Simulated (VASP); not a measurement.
Calculation: PBE GGA, VASP's PBE PAW potentials (set 64) (plane waves; VASP).

A VASP calculation is set up with these files.

KPOINTS:
```
Automatic mesh
0
Gamma
1 1 1
0 0 0
```

**INCAR**
```
! general
SYSTEM   =  Ga33As31
PREC     =  Normal
ENCUT    =  400
LREAL    =  Auto
LASPH    =  .True.
ISYM     =  0

! electronic loop
EDIFF    =  1E-5
NELM     =  100
NELMIN   =  4
ALGO     =  Fast
LMAXMIX  =  4

! smearing
ISMEAR   =  0
SIGMA    =  0.05

! functional
GGA      =  PE

! ions
IBRION   =  2
NSW      =  60
ISIF     =  2
EDIFFG   =  -0.03

! output
LWAVE    =  .True.
LCHARG   =  .False.
```

POSCAR:
```
Ga33As31
1
   11.5222104212    -0.0000000000    -0.0000000000
   -0.0000000000    11.5222104212     0.0000000000
    0.0000000000     0.0000000000    11.5222104212
Ga As
33 31
Direct
  0.5000000000   0.0000000000   0.0000000000
  0.7500000000   0.2500000000   0.0000000000
  0.7500000000   0.0000000000   0.2500000000
  0.0000000000   0.0000000000   0.0000000000
  0.2500000000   0.2500000000   0.0000000000
  0.5000000000   0.5000000000   0.0000000000
  0.7500000000   0.7500000000   0.0000000000
  0.2500000000   0.0000000000   0.2500000000
  0.4978500000   0.2461890000   0.2537800000
  0.6254130000   0.3791350000   0.3785160000
  0.7490360000   0.4989270000   0.2513410000
  0.5000000000   0.0000000000   0.5000000000
  0.7523860000   0.2483360000   0.5042320000
  0.7500000000   0.0000000000   0.7500000000
  0.0000000000   0.5000000000   0.0000000000
  0.2500000000   0.7500000000   0.0000000000
  0.0000000000   0.2500000000   0.2500000000
  0.2500000000   0.5000000000   0.2500000000
  0.5000000000   0.7500000000   0.2500000000
  0.0000000000   0.0000000000   0.5000000000
  0.2500000000   0.2500000000   0.5000000000
  0.4995300000   0.4975620000   0.5034130000
  0.7500000000   0.7500000000   0.5000000000
  0.2500000000   0.0000000000   0.7500000000
  0.5000000000   0.2500000000   0.7500000000
  0.7500000000   0.5000000000   0.7500000000
  0.0000000000   0.7500000000   0.2500000000
  0.0000000000   0.5000000000   0.5000000000
  0.2500000000   0.7500000000   0.5000000000
  0.0000000000   0.2500000000   0.7500000000
  0.2500000000   0.5000000000   0.7500000000
  0.5000000000   0.7500000000   0.7500000000
  0.0000000000   0.7500000000   0.7500000000
  0.6250000000   0.1250000000   0.1250000000
  0.8750000000   0.3750000000   0.1250000000
  0.8750000000   0.1250000000   0.3750000000
  0.1250000000   0.1250000000   0.1250000000
  0.3750000000   0.3750000000   0.1250000000
  0.6250000000   0.6250000000   0.1250000000
  0.8750000000   0.8750000000   0.1250000000
  0.3750000000   0.1250000000   0.3750000000
  0.8750000000   0.6250000000   0.3750000000
  0.6250000000   0.1250000000   0.6250000000
  0.8750000000   0.3750000000   0.6250000000
  0.8750000000   0.1250000000   0.8750000000
  0.1250000000   0.6250000000   0.1250000000
  0.3750000000   0.8750000000   0.1250000000
  0.1250000000   0.3750000000   0.3750000000
  0.3750000000   0.6250000000   0.3750000000
  0.6250000000   0.8750000000   0.3750000000
  0.1250000000   0.1250000000   0.6250000000
  0.3750000000   0.3750000000   0.6250000000
  0.6250000000   0.6250000000   0.6250000000
  0.8750000000   0.8750000000   0.6250000000
  0.3750000000   0.1250000000   0.8750000000
  0.6250000000   0.3750000000   0.8750000000
  0.8750000000   0.6250000000   0.8750000000
  0.1250000000   0.8750000000   0.3750000000
  0.1250000000   0.6250000000   0.6250000000
  0.3750000000   0.8750000000   0.6250000000
  0.1250000000   0.3750000000   0.8750000000
  0.3750000000   0.6250000000   0.8750000000
  0.6250000000   0.8750000000   0.8750000000
  0.1250000000   0.8750000000   0.8750000000
```

POTCAR, in this order: Ga As (PBE.64 set). Program: vasp_gam.

The resulting files:

File OSZICAR:
```
...
RMM:  14    -0.255421874963E+03   -0.36327E-04   -0.33452E-04   342   0.290E-02    0.201E-02
RMM:  15    -0.255421870304E+03    0.46588E-05   -0.60626E-05   278   0.145E-02
   1 F= -.25542187E+03 E0= -.25537281E+03  d E =-.255422E+03
       N       E                     dE             d eps       ncg     rms          rms(c)
DAV:   1    -0.255455139972E+03   -0.33265E-01   -0.88280E-01   368   0.172E+00    0.386E-01
RMM:   2    -0.255460293194E+03   -0.51532E-02   -0.67226E-02   320   0.457E-01    0.127E-01
RMM:   3    -0.255461038857E+03   -0.74566E-03   -0.93010E-03   332   0.176E-01    0.768E-02
RMM:   4    -0.255461073065E+03   -0.34207E-04   -0.14932E-03   336   0.687E-02    0.517E-02
RMM:   5    -0.255461048436E+03    0.24628E-04   -0.46691E-04   322   0.379E-02    0.170E-02
RMM:   6    -0.255461055348E+03   -0.69116E-05   -0.10037E-04   317   0.174E-02    0.111E-02
RMM:   7    -0.255461054309E+03    0.10382E-05   -0.18925E-05   205   0.752E-03
   2 F= -.25546105E+03 E0= -.25541360E+03  d E =-.391840E-01
       N       E                     dE             d eps       ncg     rms          rms(c)
DAV:   1    -0.255465366819E+03   -0.43115E-02   -0.23354E-01   352   0.886E-01    0.196E-01
RMM:   2    -0.255466740891E+03   -0.13741E-02   -0.17617E-02   320   0.235E-01    0.638E-02
RMM:   3    -0.255466939437E+03   -0.19855E-03   -0.24273E-03   330   0.907E-02    0.374E-02
RMM:   4    -0.255466950894E+03   -0.11457E-04   -0.40033E-04   341   0.355E-02    0.254E-02
RMM:   5    -0.255466944318E+03    0.65763E-05   -0.11248E-04   319   0.190E-02    0.844E-03
RMM:   6    -0.255466946099E+03   -0.17806E-05   -0.23614E-05   208   0.877E-03
   3 F= -.25546695E+03 E0= -.25542048E+03  d E =-.450758E-01
       N       E                     dE             d eps       ncg     rms          rms(c)
DAV:   1    -0.255466999447E+03   -0.55129E-04   -0.52970E-03   368   0.134E-01    0.297E-02
RMM:   2    -0.255467033536E+03   -0.34088E-04   -0.42168E-04   320   0.363E-02    0.103E-02
RMM:   3    -0.255467038637E+03   -0.51014E-05   -0.60252E-05   252   0.142E-02    0.622E-03
RMM:   4    -0.255467039066E+03   -0.42865E-06   -0.90068E-06   186   0.552E-03
   4 F= -.25546704E+03 E0= -.25542071E+03  d E =-.451688E-01
       N       E                     dE             d eps       ncg     rms          rms(c)
DAV:   1    -0.255474752269E+03   -0.77136E-02   -0.11320E-01   336   0.639E-01    0.213E-01
RMM:   2    -0.255474510938E+03    0.24133E-03   -0.83872E-03   320   0.163E-01    0.556E-02
RMM:   3    -0.255474511643E+03   -0.70503E-06   -0.11708E-03   328   0.656E-02    0.394E-02
RMM:   4    -0.255474505255E+03    0.63879E-05   -0.20462E-04   339   0.260E-02    0.237E-02
RMM:   5    -0.255474498618E+03    0.66374E-05   -0.61434E-05   294   0.141E-02
   5 F= -.25547450E+03 E0= -.25543079E+03  d E =-.745955E-02
       N       E                     dE             d eps       ncg     rms          rms(c)
DAV:   1    -0.255480718585E+03   -0.62133E-02   -0.49435E-01   336   0.134E+00    0.385E-01
RMM:   2    -0.255480654775E+03    0.63811E-04   -0.34264E-02   320   0.336E-01    0.107E-01
RMM:   3    -0.255480964910E+03   -0.31014E-03   -0.51580E-03   330   0.136E-01    0.810E-02
RMM:   4    -0.255480933508E+03    0.31402E-04   -0.84581E-04   337   0.529E-02    0.474E-02
RMM:   5    -0.255480911870E+03    0.21638E-04   -0.36528E-04   323   0.330E-02    0.139E-02
RMM:   6    -0.255480915378E+03   -0.35087E-05   -0.58369E-05   266   0.144E-02
   6 F= -.25548092E+03 E0= -.25544323E+03  d E =-.138763E-01
       N       E                     dE             d eps       ncg     rms          rms(c)
DAV:   1    -0.255488270831E+03   -0.73590E-02   -0.13318E-01   352   0.662E-01    0.222E-01
RMM:   2    -0.255487755147E+03    0.51568E-03   -0.86127E-03   320   0.161E-01    0.792E-02
RMM:   3    -0.255487671265E+03    0.83882E-04   -0.12668E-03   324   0.654E-02    0.458E-02
RMM:   4    -0.255487657272E+03    0.13993E-04   -0.25354E-04   342   0.271E-02    0.230E-02
RMM:   5    -0.255487653543E+03    0.37289E-05   -0.74453E-05   306   0.153E-02
   7 F= -.25548765E+03 E0= -.25545437E+03  d E =-.673816E-02
       N       E                     dE             d eps       ncg     rms          rms(c)
DAV:   1    -0.255493658758E+03   -0.60015E-02   -0.40332E-01   336   0.115E+00    0.327E-01
RMM:   2    -0.255493729072E+03   -0.70314E-04   -0.24573E-02   320   0.275E-01    0.135E-01
RMM:   3    -0.255493483566E+03    0.24551E-03   -0.34821E-03   324   0.111E-01    0.730E-02
RMM:   4    -0.255493458372E+03    0.25194E-04   -0.75777E-04   336   0.470E-02    0.351E-02
RMM:   5    -0.255493456724E+03    0.16480E-05   -0.15256E-04   324   0.233E-02    0.136E-02
RMM:   6    -0.255493460821E+03   -0.40969E-05   -0.40096E-05   235   0.112E-02
   8 F= -.25549346E+03 E0= -.25546651E+03  d E =-.125454E-01
       N       E                     dE             d eps       ncg     rms          rms(c)
DAV:   1    -0.255500282619E+03   -0.68259E-02   -0.18150E-01   352   0.769E-01    0.210E-01
RMM:   2    -0.255500378587E+03   -0.95968E-04   -0.12198E-02   321   0.191E-01    0.888E-02
RMM:   3    -0.255500312700E+03    0.65887E-04   -0.16419E-03   325   0.771E-02    0.418E-02
RMM:   4    -0.255500314396E+03   -0.16957E-05   -0.33379E-04   340   0.310E-02    0.257E-02
RMM:   5    -0.255500311528E+03    0.28671E-05   -0.77993E-05   306   0.161E-02
   9 F= -.25550031E+03 E0= -.25547505E+03  d E =-.685071E-02
       N       E                     dE             d eps       ncg     rms          rms(c)
DAV:   1    -0.255502366090E+03   -0.20517E-02   -0.15401E-01   360   0.711E-01    0.192E-01
RMM:   2    -0.255502482777E+03   -0.11669E-03   -0.10549E-02   321   0.178E-01    0.831E-02
RMM:   3    -0.255502429166E+03    0.53611E-04   -0.14487E-03   326   0.722E-02    0.390E-02
RMM:   4    -0.255502433401E+03   -0.42350E-05   -0.28178E-04   344   0.288E-02    0.245E-02
RMM:   5    -0.255502431578E+03    0.18231E-05   -0.73481E-05   309   0.157E-02
  10 F= -.25550243E+03 E0= -.25547853E+03  d E =-.897076E-02
       N       E                     dE             d eps       ncg     rms          rms(c)
DAV:   1    -0.255505730302E+03   -0.32969E-02   -0.10281E-01   336   0.577E-01    0.164E-01
RMM:   2    -0.255505669480E+03    0.60822E-04   -0.57363E-03   320   0.136E-01    0.535E-02
RMM:   3    -0.255505660330E+03    0.91502E-05   -0.80827E-04   323   0.547E-02    0.318E-02
RMM:   4    -0.255505662801E+03   -0.24712E-05   -0.16185E-04   339   0.221E-02    0.196E-02
RMM:   5    -0.255505661400E+03    0.14017E-05   -0.41517E-05   236   0.119E-02
  11 F= -.25550566E+03 E0= -.25548238E+03  d E =-.322982E-02
       N       E                     dE             d eps       ncg     rms          rms(c)
DAV:   1    -0.255506542027E+03   -0.87923E-03   -0.53547E-02   336   0.417E-01    0.119E-01
RMM:   2    -0.255506507297E+03    0.34731E-04   -0.30186E-03   320   0.983E-02    0.387E-02
RMM:   3    -0.255506502302E+03    0.49947E-05   -0.42931E-04   323   0.398E-02    0.233E-02
RMM:   4    -0.255506504175E+03   -0.18730E-05   -0.85365E-05   289   0.162E-02
  12 F= -.25550650E+03 E0= -.25548372E+03  d E =-.407260E-02
       N       E                     dE             d eps       ncg     rms          rms(c)
DAV:   1    -0.255508255485E+03   -0.17532E-02   -0.12371E-01   336   0.646E-01    0.144E-01
RMM:   2    -0.255508542768E+03   -0.28728E-03   -0.65830E-03   320   0.147E-01    0.449E-02
RMM:   3    -0.255508614118E+03   -0.71349E-04   -0.11002E-03   332   0.611E-02    0.322E-02
RMM:   4    -0.255508618788E+03   -0.46707E-05   -0.17797E-04   329   0.240E-02    0.212E-02
RMM:   5    -0.255508615847E+03    0.29411E-05   -0.58647E-05   278   0.142E-02
  13 F= -.25550862E+03 E0= -.25548683E+03  d E =-.211167E-02
```

**OUTCAR**
```
------------------------ aborting loop because EDIFF is reached ----------------------------------------
  FORCE on cell =-STRESS in cart. coord.  units (eV):
  Direction    XX          YY          ZZ          XY          YZ          ZX
  --------------------------------------------------------------------------------------
  Total       15.5553895     12.3473603     15.1898405      1.1763877     -0.2930610     -6.2131166
  in kB       16.2923625     12.9323455     15.9094948      1.2321219     -0.3069455     -6.5074775
  external PRESSURE =      15.0447343 kB  Pullay stress =       0.0000000 kB
  volume of cell :     1529.70
      direct lattice vectors                 reciprocal lattice vectors
    11.522210421  0.000000000  0.000000000     0.086788903  0.000000000  0.000000000
     0.000000000 11.522210421  0.000000000     0.000000000  0.086788903  0.000000000
     0.000000000  0.000000000 11.522210421     0.000000000  0.000000000  0.086788903
  FREE ENERGIE OF THE ION-ELECTRON SYSTEM (eV)
  ---------------------------------------------------
  free  energy   TOTEN  =      -255.5086158472 eV

  energy  without entropy=     -255.4650403551  energy(sigma->0) =     -255.48682810

 reached required accuracy - stopping structural energy minimisation
```
(Selected blocks of OUTCAR.)

**CONTCAR**
```
Ga33As31
   1.00000000000000
    11.5222104212000005    0.0000000000000000    0.0000000000000000
     0.0000000000000000   11.5222104212000005    0.0000000000000000
     0.0000000000000000    0.0000000000000000   11.5222104212000005
  Ga              As
    33    31
Direct
     0.4975388700679274    0.9992108391990244    0.0002846557880303
     0.7502206716409314    0.2520159824130329    0.0001563184244858
     0.7492681295921030    0.9988218544329170    0.2501102701816209
     0.0002541995932674    0.9987835028174975    0.9999628559205602
     0.2497705476886199    0.2470664823708927    0.0001041899564103
     0.5016710000624819    0.5003284268028305    0.0007080781009577
     0.7513394520120663    0.7498962651836978    0.9998544663064995
     0.2495766099843208    0.9988280081061630    0.2480138886207622
     0.4972319925348309    0.2446265158005755    0.2494826975139061
     0.6238727581372832    0.3857096623855445    0.3736617165631095
     0.7528257560826410    0.4960011935991277    0.2489414016306207
     0.5002064068104869    0.9986073633738730    0.4993408856760361
     0.7538830926934299    0.2434131797781282    0.5048923954737221
     0.7524645931357022    0.9991160464502402    0.7506202286144231
     0.0014726661410498    0.5008161209417976    0.9988992849372289
     0.2496691123331048    0.7491168751155661    0.0001539632450340
     0.0004379529169052    0.2522376916791477    0.2492767254942728
     0.2502928141451363    0.5003822139134015    0.2513845006494629
     0.5015694107690390    0.7484198011271284    0.2508826599995412
     0.0000459624982534    0.9992198835508919    0.5026520692424078
     0.2492559025062076    0.2515034547828122    0.5005653013287589
     0.4966510351014318    0.4953053178621959    0.5044784169521647
     0.7490715290371442    0.7485297233209874    0.4984712441521772
     0.2495393348544713    0.9986242762200944    0.7507120086937242
     0.4993635240774828    0.2517782878902842    0.7509005801992772
     0.7485680651853734    0.5009027316252711    0.7501813071537338
     0.0008387989220850    0.7503140393761129    0.2486057520096593
     0.0000146492306756    0.5009627885314076    0.4980927303395833
     0.2498774334422960    0.7497272255263174    0.5019300553944087
     0.0001001924276226    0.2470715301910273    0.7504293184598079
     0.2482672377191676    0.5010040163460064    0.7520976820494842
     0.4985791573598802    0.7498241914603474    0.7507408080648338
     0.0001814986834609    0.7491942538838656    0.7507017649843388
     0.6258846042399512    0.1252287565849754    0.1247735924170138
     0.8784379421398100    0.3761771176898599    0.1216838350970028
     0.8752772007281556    0.1253961057534701    0.3733902297394888
     0.1247060550798232    0.1249955521220503    0.1252751860095280
     0.3755841749854615    0.3758471688915493    0.1256588625604725
     0.6261083006442708    0.6259869197836896    0.1243934673590841
     0.8752491313371855    0.8753600553191695    0.1248743116422966
     0.3737445611668854    0.1243933000627689    0.3765383358651685
     0.8764632194335749    0.6268188649847837    0.3740628168143128
     0.6232678037243680    0.1248522643653869    0.6257495200397714
     0.8746728620206934    0.3766931604693348    0.6244872087744017
     0.8748240152767758    0.1252953117762317    0.8755851490039930
     0.1255394568712005    0.6253660061928813    0.1249693181343807
     0.3753208395578542    0.8740740103010676    0.1255679011501174
     0.1251083863510391    0.3754424116698115    0.3750287328906654
     0.3748292339616496    0.6257004883155024    0.3756700299869322
     0.6250532590075332    0.8748048778667253    0.3749350714593364
     0.1252273259897562    0.1250955484784027    0.6250165363973500
     0.3707812469505063    0.3753028599220959    0.6292428917417744
     0.6245671065131069    0.6260449879892103    0.6256278303382010
     0.8745457439998436    0.8741355348311650    0.6247524656950147
     0.3751445694092983    0.1250086608816479    0.8748535364417357
     0.6250757102716121    0.3755300350275197    0.8750402652038973
     0.8752281749565404    0.6253952721960674    0.8748074472027501
     0.1250874525355441    0.8762409035809225    0.3750729764055615
     0.1245733901470179    0.6252762533332400    0.6253135122897533
     0.3750192820402140    0.8753525377453052    0.6253356705170265
     0.1249176155006506    0.3755532501366883    0.8751602203988774
     0.3750470151148850    0.6252673218594044    0.8757774737074322
     0.6250036482972997    0.8763965821858114    0.8751230855515052
     0.1250053143606124    0.8747571336250588    0.8752242970441070
```

The supercell is sampled at Γ alone, which is coarse: total energies, pressure and levels can be off, energies of defects by several tenths of an eV.

The cell is a supercell with a defect, built from GaAs (zinc blende): Ga_As. The run is not spin-polarised, so no state with unpaired spins was tried.
